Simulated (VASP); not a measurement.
Output of a VASP run:

### OUTCAR
```
 ion  position               nearest neighbor table
   1  0.000  0.500  0.250-   5 2.93   8 2.93   8 2.93   5 2.93  11 2.97  12 2.97   9 2.97  10 2.97
                            13 3.58  14 3.58  14 3.58  13 3.58   3 4.09   3 4.09   3 4.09   3 4.09
   2  0.000  0.500  0.750-   6 2.93   7 2.93   7 2.93   6 2.93  11 2.97  12 2.97   9 2.97  10 2.97
                            13 3.58  14 3.58  14 3.58  13 3.58   4 4.09   4 4.09   4 4.09   4 4.09
   3  0.500  0.000  0.250-   5 2.93   8 2.93   5 2.93   8 2.93  11 2.97  12 2.97   9 2.97  10 2.97
                            13 3.58  13 3.58  14 3.58  14 3.58   1 4.09   1 4.09   1 4.09   1 4.09
   4  0.500  0.000  0.750-   6 2.93   7 2.93   6 2.93   7 2.93  11 2.97  12 2.97   9 2.97  10 2.97
                            13 3.58  13 3.58  14 3.58  14 3.58   2 4.09   2 4.09   2 4.09   2 4.09
   5  0.500  0.500  0.306-  13 1.64   3 2.93   1 2.93   3 2.93   1 2.93
   6  0.500  0.500  0.694-  13 1.64   4 2.93   2 2.93   4 2.93   2 2.93
   7  0.000  0.000  0.806-  14 1.64   4 2.93   2 2.93   2 2.93   4 2.93
   8  0.000  0.000  0.194-  14 1.64   3 2.93   1 2.93   1 2.93   3 2.93
   9  0.298  0.702  0.500-  13 1.65   2 2.97   3 2.97   4 2.97   1 2.97
  10  0.702  0.298  0.500-  13 1.65   2 2.97   3 2.97   4 2.97   1 2.97
  11  0.798  0.798  0.000-  14 1.65   2 2.97   3 2.97   4 2.97   1 2.97
  12  0.202  0.202  0.000-  14 1.65   2 2.97   3 2.97   4 2.97   1 2.97
  13  0.500  0.500  0.500-   5 1.64   6 1.64   9 1.65  10 1.65   1 3.58   2 3.58   3 3.58   4 3.58
                             3 3.58   4 3.58   1 3.58   2 3.58
  14  0.000  0.000  0.000-   7 1.64   8 1.64  11 1.65  12 1.65   1 3.58   2 3.58   3 3.58   4 3.58
                             1 3.58   2 3.58   3 3.58   4 3.58
  LATTYP: Found a simple tetragonal cell.
 ALAT       =     5.7790354314
 C/A-ratio  =     1.4625738522
 Subroutine PRICEL returns:
 Original cell was already a primitive cell.
 Subroutine GETGRP returns: Found 16 space group operations
The static configuration has the point symmetry D_2h.
 The point group associated with its full space group is D_4h.
The dynamic configuration has the point symmetry D_2h.
 Subroutine INISYM returns: Found 16 space group operations
 Subroutine IBZKPT returns following result:
 Found     12 irreducible k-points:

 Following reciprocal coordinates:
            Coordinates               Weight
  0.000000  0.000000  0.000000      1.000000
  0.250000  0.000000  0.000000      4.000000
  0.500000  0.000000  0.000000      2.000000
  0.250000  0.250000  0.000000      4.000000
  0.500000  0.250000  0.000000      4.000000
  0.500000  0.500000  0.000000      1.000000
  0.000000  0.000000  0.333333      2.000000
  0.250000  0.000000  0.333333      8.000000
  0.500000  0.000000  0.333333      4.000000
  0.250000  0.250000  0.333333      8.000000
  0.500000  0.250000  0.333333      8.000000
  0.500000  0.500000  0.333333      2.000000
   k-points           NKPTS =     12   k-points in BZ     NKDIM =     12   number of bands    NBANDS=     40
   number of dos      NEDOS =    301   number of ions     NIONS =     14
   total plane-waves  NPLWV =  89600
   dimension x,y,z NGX =    40 NGY =   40 NGZ =   56
   dimension x,y,z NGXF=    80 NGYF=   80 NGZF=  112
   ions per type =               4   8   2
   PREC   = accura    normal or accurate (medium, high low for compatibility)
   ISTART =      0    job   : 0-new  1-cont  2-samecut
   ICHARG =      2    charge: 1-file 2-atom 10-const
   ISPIN  =      1    spin polarized calculation?
   LNONCOLLINEAR =      F non collinear calculations
   LSORBIT =      F    spin-orbit coupling
   INIWAV =      1    electr: 0-lowe 1-rand  2-diag
   ENCUT  =  400.0 eV  29.40 Ry    5.42 a.u.   9.42  9.42 13.78*2*pi/ulx,y,z
   NELM   =    100;   NELMIN=  2; NELMDL= -5     # of ELM steps
   EDIFF  = 0.1E-05   stopping-criterion for ELM
   LREAL  =      T    real-space projection
   NLSPLINE    = F    spline interpolate recip. space projectors
   LMAXMIX     =    4 max onsite mixed and CHGCAR
   VOSKOWN=      0    Vosko Wilk Nusair interpolation
   EDIFFG = -.2E-01   stopping-criterion for IOM
   NSW    =     60    number of steps for IOM
   NBLOCK =      1;   KBLOCK =     60    inner block; outer block
   IBRION =      2    ionic relax: 0-MD 1-quasi-New 2-CG
   NFREE  =      1    steps in history (QN), initial steepest desc. (CG)
   ISIF   =      3    stress and relaxation
   ISYM   =      2    0-nonsym 1-usesym 2-fastsym
   TEIN   =    0.0    initial temperature
   TEBEG  =    0.0;   TEEND  =   0.0 temperature during run
   SMASS  =  -3.00    Nose mass-parameter (am)
   PSTRESS=    0.0 pullay stress
   NELECT =      64.0000    total number of electrons
...
```

**OSZICAR**
```
...
DAV:   8    -0.134037576147E+03   -0.22218E-05   -0.18118E-05   976   0.282E-02    0.368E-03
DAV:   9    -0.134037580123E+03   -0.39756E-05   -0.75182E-06   888   0.184E-02    0.195E-03
DAV:  10    -0.134037583277E+03   -0.31544E-05   -0.17042E-06   784   0.878E-03    0.348E-04
DAV:  11    -0.134037583036E+03    0.24079E-06   -0.24120E-07   640   0.348E-03
   3 F= -.13403758E+03 E0= -.13403758E+03  d E =-.558832E-02
       N       E                     dE             d eps       ncg     rms          rms(c)
DAV:   1    -0.134055812578E+03   -0.18229E-01   -0.35685E-01   960   0.335E+00    0.767E-01
DAV:   2    -0.134041407740E+03    0.14405E-01   -0.73892E-02  1064   0.161E+00    0.338E-01
DAV:   3    -0.134040695716E+03    0.71202E-03   -0.47128E-03  1008   0.400E-01    0.158E-01
DAV:   4    -0.134039939396E+03    0.75632E-03   -0.37707E-03  1056   0.297E-01    0.492E-02
DAV:   5    -0.134040683911E+03   -0.74451E-03   -0.51426E-04   976   0.139E-01    0.225E-02
DAV:   6    -0.134040688643E+03   -0.47323E-05   -0.59862E-05  1064   0.444E-02    0.175E-02
DAV:   7    -0.134040687148E+03    0.14959E-05   -0.49337E-05   960   0.470E-02    0.866E-03
DAV:   8    -0.134040706981E+03   -0.19833E-04   -0.26708E-05   976   0.341E-02    0.415E-03
DAV:   9    -0.134040710742E+03   -0.37608E-05   -0.91670E-06   920   0.203E-02    0.227E-03
DAV:  10    -0.134040715148E+03   -0.44062E-05   -0.24545E-06   816   0.106E-02    0.468E-04
DAV:  11    -0.134040715132E+03    0.16239E-07   -0.20362E-07   680   0.320E-03
   4 F= -.13404072E+03 E0= -.13404072E+03  d E =-.313210E-02
       N       E                     dE             d eps       ncg     rms          rms(c)
DAV:   1    -0.134073053921E+03   -0.32339E-01   -0.72624E-01   960   0.478E+00    0.109E+00
DAV:   2    -0.134043822407E+03    0.29232E-01   -0.14963E-01  1072   0.226E+00    0.479E-01
DAV:   3    -0.134042383829E+03    0.14386E-02   -0.96096E-03  1008   0.556E-01    0.226E-01
DAV:   4    -0.134040783564E+03    0.16003E-02   -0.76213E-03  1056   0.421E-01    0.698E-02
DAV:   5    -0.134042354381E+03   -0.15708E-02   -0.10517E-03   976   0.199E-01    0.320E-02
DAV:   6    -0.134042364147E+03   -0.97665E-05   -0.12153E-04  1048   0.633E-02    0.248E-02
DAV:   7    -0.134042369550E+03   -0.54027E-05   -0.10495E-04   960   0.682E-02    0.123E-02
DAV:   8    -0.134042410434E+03   -0.40884E-04   -0.56121E-05   976   0.493E-02    0.597E-03
DAV:   9    -0.134042417509E+03   -0.70749E-05   -0.18988E-05   960   0.291E-02    0.316E-03
DAV:  10    -0.134042426350E+03   -0.88411E-05   -0.50726E-06   800   0.153E-02    0.642E-04
DAV:  11    -0.134042426338E+03    0.12807E-07   -0.40821E-07   696   0.463E-03
   5 F= -.13404243E+03 E0= -.13404243E+03  d E =-.484330E-02
       N       E                     dE             d eps       ncg     rms          rms(c)
DAV:   1    -0.134042940715E+03   -0.51436E-03   -0.32243E-02   960   0.851E-01    0.979E-02
DAV:   2    -0.134042724205E+03    0.21651E-03   -0.42846E-04  1056   0.126E-01    0.584E-02
DAV:   3    -0.134042704886E+03    0.19319E-04   -0.15332E-04   960   0.699E-02    0.232E-02
DAV:   4    -0.134042701050E+03    0.38358E-05   -0.53723E-05   960   0.455E-02    0.638E-03
DAV:   5    -0.134042702139E+03   -0.10885E-05   -0.20863E-05   960   0.316E-02    0.455E-03
DAV:   6    -0.134042703743E+03   -0.16042E-05   -0.64590E-06   984   0.183E-02    0.197E-03
DAV:   7    -0.134042703398E+03    0.34478E-06   -0.24901E-06   776   0.121E-02
   6 F= -.13404270E+03 E0= -.13404270E+03  d E =-.277060E-03
```

**OUTCAR**
```
------------------------ aborting loop because EDIFF is reached ----------------------------------------
  FORCE on cell =-STRESS in cart. coord.  units (eV):
  Direction    XX          YY          ZZ          XY          YZ          ZX
  --------------------------------------------------------------------------------------
  Total        0.0494085      0.0494085     -0.0418213      0.0000000      0.0000000      0.0000000
  in kB        0.2732253      0.2732253     -0.2312686      0.0000000      0.0000000      0.0000000
  external PRESSURE =       0.1050607 kB  Pullay stress =       0.0000000 kB
  volume of cell :      289.73
      direct lattice vectors                 reciprocal lattice vectors
     5.834747491  0.000000000  0.000000000     0.171387023  0.000000000  0.000000000
    -0.000000000  5.834747491  0.000000000    -0.000000000  0.171387023  0.000000000
     0.000000000  0.000000000  8.510345208     0.000000000  0.000000000  0.117504047
 POSITION                                       TOTAL-FORCE (eV/Angst)
 -----------------------------------------------------------------------------------
      5.83475      2.91737      2.12759        -0.000000      0.000000      0.000000
     -0.00000      2.91737      6.38276         0.000000      0.000000     -0.000000
      2.91737      5.83475      2.12759         0.000000     -0.000000     -0.000000
      2.91737      5.83475      6.38276        -0.000000      0.000000     -0.000000
      2.91737      2.91737      2.60732         0.000000     -0.000000      0.005038
      2.91737      2.91737      5.90302        -0.000000      0.000000     -0.005038
     -0.00000      5.83475      6.86250         0.000000      0.000000      0.005038
     -0.00000      5.83475      1.64785        -0.000000      0.000000     -0.005038
      1.75181      4.08294      4.25517        -0.007829      0.007829     -0.000000
      4.08294      1.75181      4.25517         0.007829     -0.007829      0.000000
      4.66918      4.66918      0.00000        -0.007829     -0.007829      0.000000
      1.16556      1.16556      8.51035         0.007829      0.007829     -0.000000
      2.91737      2.91737      4.25517         0.000000      0.000000      0.000000
     -0.00000      5.83475      0.00000        -0.000000      0.000000      0.000000
 -----------------------------------------------------------------------------------
    total drift:                                0.000000      0.000000     -0.000000
  FREE ENERGIE OF THE ION-ELECTRON SYSTEM (eV)
  ---------------------------------------------------
  free  energy   TOTEN  =      -134.0427033980 eV

  energy  without entropy=     -134.0427033980  energy(sigma->0) =     -134.04270340

 reached required accuracy - stopping structural energy minimisation
```
(Selected blocks of OUTCAR.)

File POSCAR:
```
Rb2H4Pd
1
    5.7790354314     0.0000000000     0.0000000000
    0.0000000000     5.7790354314     0.0000000000
    0.0000000000     0.0000000000     8.4522661127
Rb H Pd
4 8 2
Direct
  0.0000000000   0.5000000000   0.2500000000
  0.0000000000   0.5000000000   0.7500000000
  0.5000000000   0.0000000000   0.2500000000
  0.5000000000   0.0000000000   0.7500000000
  0.5000000000   0.5000000000   0.3055297110
  0.5000000000   0.5000000000   0.6944702890
  0.0000000000   0.0000000000   0.8055297110
  0.0000000000   0.0000000000   0.1944702890
  0.2981826475   0.7018173525   0.5000000000
  0.7018173525   0.2981826475   0.5000000000
  0.7981826475   0.7981826475   0.0000000000
  0.2018173525   0.2018173525   0.0000000000
  0.5000000000   0.5000000000   0.5000000000
  0.0000000000   0.0000000000   0.0000000000
```

Question: Write an INCAR and KPOINTS that could have produced this output.

Answer: Several could match; the one computed here: the input of the run itself, r2SCAN meta-GGA, plane waves, VASP's PBE PAW potentials (set 64).

**KPOINTS**
```
Automatic mesh
0
Gamma
4 4 3
0 0 0
```

### INCAR
```
PREC = Accurate
METAGGA = R2SCAN
ISIF = 3
ENCUT = 400
ALGO = Normal
SIGMA = 0.05   ! width (eV)
ISMEAR = 0
LWAVE = .FALSE.
IBRION = 2
LMAXMIX = 4   ! l cut-off of mixed one-centre charges
NSW = 60
LASPH = .TRUE.
EDIFF = 1E-6   ! SCF stop (eV)
NELM = 100   ! most electronic steps
SYSTEM = Rb2H4Pd
LREAL = Auto   ! projection in real space or not
LMIXTAU = .TRUE.
LCHARG = .FALSE.
EDIFFG = -0.02   ! ionic stop
```

POTCAR, in this order: Rb_sv H Pd (PBE.64 set). Program: vasp_std.

Energy and stress use the plane-wave basis of the starting cell.

The structure comes from a computed database's Rb2H4Pd entry (P4_2/mnm); how it stands against other phases isn't given here. This run relaxes it. Symmetry was kept, so distortions that lower it aren't found. The start is the result of an earlier pass.
